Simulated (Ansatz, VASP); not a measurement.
# BeInH3: VASP beside Ansatz, part 2 of 2

Wanted: the spread between two codes on one cell, functional and k mesh. The cell is generated by rule, not measured, and may not be a known phase. The cell is taken from a series of runs on this material, whose earlier steps may have relaxed, scaled, displaced or heated it; both programs get it as it stands.

VASP 6.6.1 and Ansatz 0.2.0.

So far: The starting structure; VASP: zone-centre phonons, LDA.

## Step 2: VASP: zone-centre phonons, LDA (continued)

Level of this step: LDA; plane waves and PAW (In_d, Be, H); invented cell (VASP).

Numbers of over 12 decimals in the logs are rounded to 6 here.

OUTCAR, selected parts (step 2):

```text
ion  position               nearest neighbor table
   1  0.000  0.000  0.928-
   2  0.500  0.500  0.443-   4 1.45   3 1.55   5 1.55   3 1.55   5 1.55
   3  0.500  0.000  0.526-   2 1.55   2 1.55
   4  0.500  0.500  0.190-   2 1.45
   5  0.000  0.500  0.526-   2 1.55   2 1.55

  LATTYP: Found a simple tetragonal cell.
 ALAT       =     2.9486651520
 C/A-ratio  =     1.9412955778

 Subroutine GETGRP returns: Found  8 space group operations
 (whereof  8 operations were pure point group operations)

The static configuration has the point symmetry C_4v.

 Found    112 irreducible k-points:

   k-points           NKPTS =    112   k-points in BZ     NKDIM =    112   number of bands    NBANDS=     15

   dimension x,y,z NGX =    24 NGY =   24 NGZ =   48
   dimension x,y,z NGXF=    48 NGYF=   48 NGZF=   96

   ENCUT  =  600.0 eV  44.10 Ry    6.64 a.u.   5.89  5.89 11.43*2*pi/ulx,y,z

   NELECT =      18.0000    total number of electrons

 k-points in reciprocal lattice and weights: Automatic mesh
   0.00000000  0.00000000  0.00000000       0.001
   0.08333333  0.00000000  0.00000000       0.005
   0.16666667  0.00000000  0.00000000       0.005
   0.25000000  0.00000000  0.00000000       0.005
   0.33333333  0.00000000  0.00000000       0.005
   0.41666667  0.00000000  0.00000000       0.005
   0.50000000  0.00000000  0.00000000       0.002
   0.08333333  0.08333333  0.00000000       0.005
   0.16666667  0.08333333  0.00000000       0.009
[...]
0.33333333  0.33333333  0.33333333       0.009
[...]
POSITION                                       TOTAL-FORCE (eV/Angst)
 -----------------------------------------------------------------------------------
      0.00000      0.00000      5.31319         0.000000      0.000000     -0.001362
      1.47433      1.47433      2.53543         0.000000     -0.000000     -0.001881
      1.47433      0.00000      3.01038         0.000000     -0.000000      0.001576
      1.47433      1.47433      1.08830         0.000000     -0.000000      0.000091
      0.00000      1.47433      3.01038         0.000000     -0.000000      0.001576
 -----------------------------------------------------------------------------------
    total drift:                                0.000000      0.000000     -0.000273

 Eigenvectors and eigenvalues of the dynamical matrix
 ----------------------------------------------------

   1 f  =   46.047030 THz   289.322022 2PiTHz 1535.963587 cm-1   190.435128 meV
             X         Y         Z           dx          dy          dz
      0.000000  0.000000  5.313193     0.000000    0.000000    0.001311
      1.474333  1.474333  2.535427    -0.000000   -0.000000    0.260615
      1.474333  0.000000  3.010378    -0.000000    0.000000    0.081135
      1.474333  1.474333  1.088304    -0.000000   -0.000000   -0.958599
      0.000000  1.474333  3.010378     0.000000   -0.000000    0.081135

   2 f  =   44.423338 THz   279.120066 2PiTHz 1481.803060 cm-1   183.720082 meV
             X         Y         Z           dx          dy          dz
      0.000000  0.000000  5.313193    -0.000152    0.000796   -0.000000
      1.474333  1.474333  2.535427     0.047881   -0.251144   -0.000000
      1.474333  0.000000  3.010378     0.032332    0.934200   -0.000000
      1.474333  1.474333  1.088304     0.003627   -0.019025    0.000000
      0.000000  1.474333  3.010378    -0.178108   -0.169588   -0.000000

   3 f  =   44.423338 THz   279.120066 2PiTHz 1481.803060 cm-1   183.720082 meV
             X         Y         Z           dx          dy          dz
      0.000000  0.000000  5.313193     0.000796    0.000152   -0.000000
      1.474333  1.474333  2.535427    -0.251144   -0.047881   -0.000000
      1.474333  0.000000  3.010378    -0.169588    0.178108   -0.000000
      1.474333  1.474333  1.088304    -0.019025   -0.003627    0.000000
      0.000000  1.474333  3.010378     0.934200   -0.032332   -0.000000

   4 f  =   23.928734 THz   150.348672 2PiTHz  798.176660 cm-1    98.961249 meV
             X         Y         Z           dx          dy          dz
      0.000000  0.000000  5.313193     0.000000    0.000000   -0.014191
      1.474333  1.474333  2.535427     0.000000    0.000000    0.461737
      1.474333  0.000000  3.010378     0.000000   -0.000000   -0.626986
      1.474333  1.474333  1.088304    -0.000000   -0.000000    0.019378
      0.000000  1.474333  3.010378    -0.000000   -0.000000   -0.626986

   5 f  =   18.608008 THz   116.917565 2PiTHz  620.696346 cm-1    76.956504 meV
             X         Y         Z           dx          dy          dz
      0.000000  0.000000  5.313193     0.000228   -0.001944    0.000000
      1.474333  1.474333  2.535427     0.042015   -0.357450   -0.000000
      1.474333  0.000000  3.010378    -0.107888    0.072651   -0.000000
      1.474333  1.474333  1.088304    -0.012222    0.103984   -0.000000
      0.000000  1.474333  3.010378    -0.008539    0.917882   -0.000000

   6 f  =   18.608008 THz   116.917565 2PiTHz  620.696346 cm-1    76.956504 meV
             X         Y         Z           dx          dy          dz
      0.000000  0.000000  5.313193     0.001944    0.000228   -0.000000
      1.474333  1.474333  2.535427     0.357450    0.042015   -0.000000
      1.474333  0.000000  3.010378    -0.917882   -0.008539    0.000000
      1.474333  1.474333  1.088304    -0.103984   -0.012222    0.000000
      0.000000  1.474333  3.010378    -0.072651   -0.107888   -0.000000

   7 f  =   17.953478 THz   112.805027 2PiTHz  598.863555 cm-1    74.249584 meV
             X         Y         Z           dx          dy          dz
      0.000000  0.000000  5.313193     0.000000   -0.000000   -0.000000
      1.474333  1.474333  2.535427     0.000000   -0.000000    0.000000
      1.474333  0.000000  3.010378    -0.000000   -0.000000   -0.707107
      1.474333  1.474333  1.088304    -0.000000    0.000000   -0.000000
      0.000000  1.474333  3.010378    -0.000000    0.000000    0.707107

   8 f  =   12.830100 THz    80.613896 2PiTHz  427.966072 cm-1    53.061006 meV
             X         Y         Z           dx          dy          dz
      0.000000  0.000000  5.313193    -0.002077    0.035763    0.000000
      1.474333  1.474333  2.535427     0.018713   -0.322149    0.000000
      1.474333  0.000000  3.010378     0.012786   -0.108025    0.000000
      1.474333  1.474333  1.088304    -0.052966    0.911840    0.000000
      0.000000  1.474333  3.010378     0.006275   -0.220128    0.000000

   9 f  =   12.830100 THz    80.613896 2PiTHz  427.966072 cm-1    53.061006 meV
             X         Y         Z           dx          dy          dz
      0.000000  0.000000  5.313193    -0.035763   -0.002077   -0.000000
      1.474333  1.474333  2.535427     0.322149    0.018713    0.000000
      1.474333  0.000000  3.010378     0.220128    0.006275    0.000000
      1.474333  1.474333  1.088304    -0.911840   -0.052966   -0.000000
      0.000000  1.474333  3.010378     0.108025    0.012786   -0.000000

  10 f  =    6.029669 THz    37.885530 2PiTHz  201.128122 cm-1    24.936698 meV
             X         Y         Z           dx          dy          dz
      0.000000  0.000000  5.313193     0.000000   -0.000000   -0.308316
      1.474333  1.474333  2.535427     0.000000   -0.000000    0.804617
      1.474333  0.000000  3.010378     0.000000   -0.000000    0.303934
      1.474333  1.474333  1.088304     0.000000   -0.000000    0.269779
      0.000000  1.474333  3.010378     0.000000    0.000000    0.303934

  11 f/i=    0.000503 THz     0.003160 2PiTHz    0.016775 cm-1     0.002080 meV
             X         Y         Z           dx          dy          dz
      0.000000  0.000000  5.313193    -0.653793    0.691143    0.000000
      1.474333  1.474333  2.535427    -0.183354    0.193829    0.000000
      1.474333  0.000000  3.010378    -0.061033    0.064546    0.000000
      1.474333  1.474333  1.088304    -0.061104    0.064594    0.000000
      0.000000  1.474333  3.010378    -0.061058    0.064520    0.000000

  12 f/i=    0.000503 THz     0.003160 2PiTHz    0.016775 cm-1     0.002080 meV
             X         Y         Z           dx          dy          dz
      0.000000  0.000000  5.313193    -0.691143   -0.653793   -0.000000
      1.474333  1.474333  2.535427    -0.193829   -0.183354   -0.000000
      1.474333  0.000000  3.010378    -0.064520   -0.061058   -0.000000
      1.474333  1.474333  1.088304    -0.064594   -0.061104   -0.000000
      0.000000  1.474333  3.010378    -0.064546   -0.061033   -0.000000

  13 f/i=    0.005718 THz     0.035927 2PiTHz    0.190732 cm-1     0.023648 meV
             X         Y         Z           dx          dy          dz
      0.000000  0.000000  5.313193     0.000000    0.000000   -0.951177
      1.474333  1.474333  2.535427     0.000000    0.000000   -0.267339
      1.474333  0.000000  3.010378     0.000000    0.000000   -0.089051
      1.474333  1.474333  1.088304     0.000000    0.000000   -0.089057
      0.000000  1.474333  3.010378     0.000000    0.000000   -0.089051

  14 f/i=    3.662432 THz    23.011738 2PiTHz  122.165574 cm-1    15.146594 meV
             X         Y         Z           dx          dy          dz
      0.000000  0.000000  5.313193    -0.259573   -0.161897   -0.000000
      1.474333  1.474333  2.535427     0.673352    0.419973    0.000000
      1.474333  0.000000  3.010378     0.207038    0.140607    0.000000
      1.474333  1.474333  1.088304     0.324762    0.202555   -0.000000
      0.000000  1.474333  3.010378     0.225438    0.129130    0.000000

  15 f/i=    3.662432 THz    23.011738 2PiTHz  122.165574 cm-1    15.146594 meV
             X         Y         Z           dx          dy          dz
      0.000000  0.000000  5.313193    -0.161897    0.259573    0.000000
      1.474333  1.474333  2.535427     0.419973   -0.673352   -0.000000
      1.474333  0.000000  3.010378     0.129130   -0.225438   -0.000000
      1.474333  1.474333  1.088304     0.202555   -0.324762   -0.000000
      0.000000  1.474333  3.010378     0.140607   -0.207038   -0.000000

 ELASTIC MODULI CONTR FROM IONIC RELAXATION (kBar)
 Direction    XX          YY          ZZ          XY          YZ          ZX
 --------------------------------------------------------------------------------
 XX        -443.4092    366.5418     52.8701      0.0000     -0.0000      0.0000
 YY         366.5418   -443.4092     52.8701      0.0000      0.0000     -0.0000
 ZZ          52.8701     52.8701   -354.0513      0.0000     -0.0000      0.0000
 XY           0.0000      0.0000      0.0000      0.0000      0.0000      0.0000
 YZ          -0.0000      0.0000     -0.0000      0.0000    -94.1217      0.0000
 ZX           0.0000     -0.0000      0.0000      0.0000      0.0000    -93.2197
 --------------------------------------------------------------------------------
```

## Step 3: Ansatz: zone-centre phonons, LDA

Ansatz runs on its PAW soft_1 files.

The same cell, functional (in two slightly different forms), mesh and smearing now go to Ansatz, which takes its cutoff from its data sets.

Contents of input.yaml:

```yaml
crystal:
  lattice:
    - [2.948665152, 0.0, 0.0]
    - [0.0, 2.948665152, 0.0]
    - [0.0, 0.0, 5.72423062]
  atoms:
    - { symbol: In, position: [0.0, 0.0, 0.9281933283] }
    - { symbol: Be, position: [0.5, 0.5, 0.4429288413] }
    - { symbol: H, position: [0.5, 0.0, 0.5259008106] }
    - { symbol: H, position: [0.5, 0.5, 0.1901223062] }
    - { symbol: H, position: [0.0, 0.5, 0.5259008106] }
kpoints:
  mp_grid: { grid: [12, 12, 6] }
hamiltonian:
  xc: lda
  pseudopotentials: { kind: paw, azcp: { folder: soft_1 }, xc_functional: pbe }
scf:
  occupations: { method: methfessel_paxton, width: 0.2 }
output:
  eigenvalues: true
phonons:
  method: dfpt
```

Started as:

```sh
> ansatz run input.yaml --threads 4 --pin off --max-ram 16384MiB --backend cpu --events-out ev --progress --plain --runs-dir out
```

Log:

```text
zone centre: on kpoints.mp_grid the ground state, and the responses unless they are solved on pairs of k-points, stand on 196 of the mesh's 864 k-points, reduced under 4 symmetry operations, with k and −k counted as one. Each operation leaves every solved displacement unchanged or reverses it
Engine: ansatz 0.2.0, aarch64-unknown-linux-gnu
Pseudopotentials: kind: paw
Pseudopotential: In, paw, valence charge 13, recommended cutoff 420 eV (normal), soft_1/In.paw.azcp
Pseudopotential: Be, paw, valence charge 2, recommended cutoff 420 eV (normal), soft_1/Be.paw.azcp
Pseudopotential: H, paw, valence charge 1, recommended cutoff 420 eV (normal), soft_1/H.paw.azcp
Functional definition: SPW92
  exchange = slater_x
  correlation = pw_c
Crystal: 5 atoms, lattice volume = 49.770 Å³
Basis set: ecut = 420 eV, 959 PW (Γ), exchange–correlation on 40×40×80 points (8 copies of the dense FFT grid, shifted against one another)
Bands: 14, of which v1, the nominal top of the filled ones, is band 9 counted from 1 (8 counted from 0)
Symmetry: 8 space group operations
k-points: 196 of 864 (irreducible under 4 space group operations, time reversal used)
Non-local potential: In, projectors of the file, l = 0: 2, l = 1: 2, l = 2: 2, l = 3: 1
Non-local potential: Be, projectors of the file, l = 0: 2, l = 1: 2, l = 2: 1
Non-local potential: H, projectors of the file, l = 0: 2, l = 1: 1
PAW form: soft (Blöchl's): semilocal exchange-correlation on the pseudo side does not see the compensation charge
PAW frozen core: In, regenerated for the run's functional, and the local potential with it (the file was generated under x = pbe(κ = 0.804, μ = 0.219515), c = pbe(β = 0.066725))
PAW frozen core: Be, regenerated for the run's functional, and the local potential with it (the file was generated under x = pbe(κ = 0.804, μ = 0.219515), c = pbe(β = 0.066725))
PAW one-centre angular grid: In, 590 points (default); XC on 64 Gauss nodes
PAW one-centre angular grid: Be, 110 points (default); XC on 64 Gauss nodes
PAW one-centre angular grid: H, 110 points (default); XC on 64 Gauss nodes
Initial density: superposition of atomic densities (chi_scale 0.1, normalization cell, long waves kept (reshape's long-wave potential 0.04 eV rms))
Initial wavefunctions: pseudopotential atomic-orbital guess
Functional: x = slater, c = lda
SCF iter   1: F=—  HF=-5592.161640 eV  |F-HF|=—  |Δ(HF+E_count)|=         —  Δρ=6.81e-2  dr2=4.12e0  ethr=3.10e-3  ⟨swp⟩=5.1  Hψ=15774  notcnv=0
preconditioner: auto → none  [metal: Δε(μ)=0.055 eV  Ē_g=14.245 eV  σ=0.200 eV  W_gap=0.23  n_scr=8 (ndim 8)  ℏωp=22.3 eV  f_vac=0.000  D(μ)=0.61/eV (n_scr^D=2)  sad-step TF]
SCF iter   2: F=—  HF=-5591.376417 eV  |F-HF|=—  |Δ(HF+E_count)|=   7.85e-1  S|Δr|=    0.00e0  Δρ=3.44e-2  dr2=1.41e0  ethr=3.10e-3  ⟨swp⟩=2.5  Hψ=5708  notcnv=0  defer=124
SCF iter   3: F=—  HF=-5590.961745 eV  |F-HF|=—  |Δ(HF+E_count)|=   4.15e-1  S|Δr|=    0.00e0  Δρ=9.67e-3  dr2=1.56e-1  ethr=3.10e-3  ⟨swp⟩=3.0  Hψ=5284  notcnv=0  defer=122
SCF iter   4: F=—  HF=-5590.925391 eV  |F-HF|=—  |Δ(HF+E_count)|=   3.64e-2  S|Δr|=    0.00e0  Δρ=2.71e-3  dr2=7.81e-3  ethr=8.67e-4  ⟨swp⟩=1.6  Hψ=4393  notcnv=0  defer=83
SCF iter   5: F=—  HF=-5590.923986 eV  |F-HF|=—  |Δ(HF+E_count)|=   1.41e-3  S|Δr|=    0.00e0  Δρ=9.05e-4  dr2=4.72e-4  ethr=4.34e-5  ⟨swp⟩=2.5  Hψ=4522  notcnv=0  defer=81
SCF iter   6: F=—  HF=-5590.923974 eV  |F-HF|=—  |Δ(HF+E_count)|=   1.20e-5  S|Δr|=    0.00e0  Δρ=3.60e-4  dr2=1.59e-4  ethr=2.62e-6  ⟨swp⟩=2.0  Hψ=4246  notcnv=0  defer=81
SCF iter   7: F=—  HF=-5590.923948 eV  |F-HF|=—  |Δ(HF+E_count)|=   2.57e-5  S|Δr|=    0.00e0  Δρ=1.23e-4  dr2=9.37e-6  ethr=8.81e-7  ⟨swp⟩=1.0  Hψ=2678  notcnv=0  defer=81
SCF iter   8: F=—  HF=-5590.923948 eV  |F-HF|=—  |Δ(HF+E_count)|=   2.68e-7  S|Δr|=    0.00e0  Δρ=2.70e-5  dr2=5.21e-7  ethr=5.21e-8  ⟨swp⟩=1.0  Hψ=2665  notcnv=0  defer=81
SCF iter   9: F=—  HF=-5590.923948 eV  |F-HF|=—  |Δ(HF+E_count)|=   7.75e-7  S|Δr|=    0.00e0  Δρ=2.68e-6  dr2=7.33e-9  ethr=2.89e-9  ⟨swp⟩=2.1  Hψ=3341  notcnv=0  defer=81
SCF iter  10: F=—  HF=-5590.923948 eV  |F-HF|=—  |Δ(HF+E_count)|=   1.62e-9  S|Δr|=    0.00e0  Δρ=4.79e-7  dr2=1.07e-10  ethr=4.07e-11  ⟨swp⟩=2.0  Hψ=4397  notcnv=0  defer=81
SCF iter  11: F=-5590.923948 eV  HF=-5590.923948 eV  |F-HF|=2.73e-12  |Δ(HF+E_count)|=  3.27e-11  S|Δr|=    0.00e0  Δρ=6.68e-8  dr2=1.96e-12  ethr=1.00e-12  ⟨swp⟩=8.4  Hψ=13036  notcnv=0
SCF 1 converged in 11 iterations: F = -5590.923948 eV  dr2 = 1.96e-12
  greatest PAW one-centre occupation: 0.984 electrons in one spin orbital (limit 2), on the In atom at site 0 (counted from 0), in its partial waves of l = 2
DFPT response loops at Γ: preconditioner auto → Kerker (q_TF=auto, 2.303 Å⁻¹) (partly filled bands, converged f_vac=0.000); β = 1.00, the filter's whole step (`scf.mixing.beta` (0.50) is not read by the response loops under this deck's `scf.mixing.preconditioner`; to damp them name `kerker` or `kerker_dos`, under which they read `scf.mixing.beta`, and type it under 1.00, their step now; both keys bind the ground state too); Broyden in place of MSR1
SCF converged after 11 iterations
Stability not checked: this state was not tested for a lower state beside it, because cold or Methfessel-Paxton smearing, or corrected tetrahedra, fill the levels in a way that the test cannot read (fill_not_monotonic; see scf.lower_state_search)
Free energy (F): -5590.923948 eV
Harris-Foulkes:  -5590.923948 eV  (|F-HF|=2.73e-12)
Internal energy: -5590.922075 eV  (E = F + TS)
E sigma→0 (E₀):  -5590.923480 eV
Entropy (-TS):   -0.001873 eV (-0.375 meV/atom)
Fermi energy:    6.252738 eV
--- Per-component energies (eV) ---
  E_band       = -71.412387
  E_kinetic    = 276.394689
  E_local      = -1386.554802  (includes V_loc(G=0)·N_el)
  E_nonlocal   = 335.650415
  E_hartree    = 562.249409
  E_xc         = -189.146141
  E_vxc        = -146.117517  (∫ρ·V_xc dr)
  E_paw        = -4121.012933  (= ΣΔE_a)
  E_vpaw       = -275.281303  (= ΣTr[D̂ρ^β])
  E_aug_tail   = -0.002674  (compensation charges beyond the density's cutoff)
  E_ewald      = -1068.814859
  E_core_change = 0.314822  (= ΣΔE_core)
  E_smearing   = -0.001873  (= −TS)
  E_closure    = 0.000000  (closes the sum)
  Σ components = -5590.923948   (vs F -5590.923948, Δ=0.00e0)
--- Band table (eV; the first three rows and the last of 196) ---
  k-point 0: bands = [... 5 lower, -3.9996, -0.5356, 1.4502, 8.3771, 11.0223, 12.2258, 12.2258, 13.9892, ... 1 higher]
  k-point 1: bands = [... 5 lower, -3.8853, -1.1447, 2.2294, 8.3758, 10.1829, 12.3021, 12.3021, 14.1846, ... 1 higher]
  k-point 2: bands = [... 5 lower, -3.5541, -2.0530, 3.5655, 8.3736, 8.6343, 12.4821, 12.4821, 14.3591, ... 1 higher]
  k-point 195: bands = [... 5 lower, 2.2608, 2.2608, 3.4783, 6.2271, 6.2271, 6.5647, 8.2743, 9.4067, ... 1 higher]
--- Phonons (Γ-DFPT): 9 representative perturbations + reference, on 196 of 864 k-points (Σ response iterations 30) ---
  k mesh reduced under 4 symmetry operations, with k and −k counted as one. Each operation leaves every solved displacement unchanged or reverses it
  ASR residual: 1.821e-5 → 0.000e0 eV/Å²; symmetrization residual: 2.202e-6 eV/Å²
  ASR residual per site (eV/Å²): 1.82e-5 3.86e-6 1.09e-5 8.82e-6 1.09e-5
  Γ frequencies (cm⁻¹): -122.25 -122.25 0.00 0.00 0.00 199.80 427.24 427.24 597.27 619.49 619.49 797.03 1475.95 1475.95 1531.42
  non-analytic LO–TO correction: not included (Born effective charges unavailable; polar crystals: no LO–TO splitting at Γ)
```

## Step 4: Comparison

Known differences besides the potentials themselves: the two LDA forms differ slightly; the cutoff is 420 eV in Ansatz and 600 eV in VASP; VASP's log shows a relativistic correction to its local exchange, Ansatz's none. Total energies have different zeros and are not compared.

Both answers:

| quantity | Ansatz | VASP | difference |
| --- | --- | --- | --- |
| optical mode 1 to 2 (imaginary, printed as negative) (cm⁻¹) | -122.2 | -122.2 | -0.1 |
| optical mode 3 (cm⁻¹) | 199.8 | 201.1 | -0.66 % |
| optical mode 4 to 5 (cm⁻¹) | 427.2 | 428.0 | -0.17 % |
| optical mode 6 (cm⁻¹) | 597.3 | 598.9 | -0.27 % |
| optical mode 7 to 8 (cm⁻¹) | 619.5 | 620.7 | -0.19 % |
| optical mode 9 (cm⁻¹) | 797.0 | 798.2 | -0.14 % |
| optical mode 10 to 11 (cm⁻¹) | 1476.0 | 1481.8 | -0.39 % |
| optical mode 12 (cm⁻¹) | 1531.4 | 1536.0 | -0.30 % |

Modes are paired by rising frequency, not by their patterns, so a pair may set unlike modes beside each other; they are those without the splitting of longitudinal modes.

## Step 5: Summary of results

* r.m.s. difference of the optical zone-centre modes, each program's sorted by frequency (zone-centre phonons, LDA): 2.9 cm⁻¹
* difference in optical mode 3 (zone-centre phonons, LDA): -0.7 %

**Reading.** The r.m.s. difference of the optical zone-centre modes, each program's sorted by frequency is 2.9 cm⁻¹ (zone-centre phonons, LDA). Among the rows given in per cent, the largest difference of the zone-centre phonons, LDA pair is in optical mode 3, -0.7 %. Such differences can come from data sets, numerical settings and the points named under the comparisons, not from the functional's error against experiment.

[Lines on the potential files, build, host, timing and source positions are cut from VASP's logs without a mark.]

[Logs are printed without paths, hosts, clocks, repeated set-up lines and the standing remarks that a program may print on its own settings, such as how far it seeks lower states.]

[Hosts, paths, dates, database ids (printed as entryN), source tags and the programs' standing remarks are cut or masked in the printed files.]
